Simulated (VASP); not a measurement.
Given:

```
CELL_PARAMETERS angstrom
      2.82192     0.00000     0.00000
      0.00000     2.82192     0.00000
      0.00000     0.00000     2.83603
ATOMIC_POSITIONS crystal
  Al 0.50000 0.50000 0.50000
  Co 0.00000 0.00000 0.00000
```

All values below come from PBEsol GGA, VASP's PBE PAW potentials (set 64) (plane waves; VASP). Settings: 480 eV cut-off, 12×12×12 Γ-centred mesh, first-order Methfessel-Paxton smearing of 0.10 eV, potentials Al Co.

Q: What does the run give for the energy per atom (σ→0), band gap (on the k-mesh) with the smallest direct gap where there is one?

A: 
- band gap (on the k-mesh) = none (metal, semimetal or under 0.01 eV)
- energy per atom (σ→0) = -6.540 eV/atom

The compound is CoAl in the CsCl type structure. This cell was strained or had an atom moved on purpose. The run is not spin-polarised, so no magnetic state was tried.
